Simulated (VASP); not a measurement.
Here is the system:

```
CELL_PARAMETERS angstrom
     -2.47729     2.47729     3.65567
      2.47729    -2.47729     3.65567
      2.47729     2.47729    -3.65567
ATOMIC_POSITIONS crystal
  Si 0.00000 0.00000 0.00000
  Si 0.75000 0.25000 0.50000
  O  0.37500 0.22179 0.34679
  O  0.77821 0.12500 0.15321
  O  0.87500 0.02821 0.65321
  O  0.97179 0.62500 0.84679
```

These are PBEsol GGA, VASP's PBE PAW potentials (set 64) (plane waves; VASP 6.6.1) values and carry that method's errors. Numerical set-up: 400 eV cut-off, 9×9×9 Γ-centred mesh, Gaussian smearing of 0.010 eV, potentials Si O.

At this cut-off the stress carries a Pulay error, which pulls relaxed volumes low.

Problem. What does the run give for the energy per atom (σ→0), pressure, largest force, band gap (on the k-mesh) with the smallest direct gap where there is one?

Solution. 
```json
{
  "band gap (on the k-mesh)": "5.90 eV",
  "smallest direct gap (on the k-mesh)": "5.90 eV",
  "energy per atom (σ→0)": "-794.8 kJ/mol of atoms",
  "pressure": "-1.57 GPa",
  "largest_force": "0.167 eV/Å"
}
```

The structure comes from a computed database's SiO2 entry (I-42d); how it stands against other phases isn't given here. The cell was not relaxed at this level.
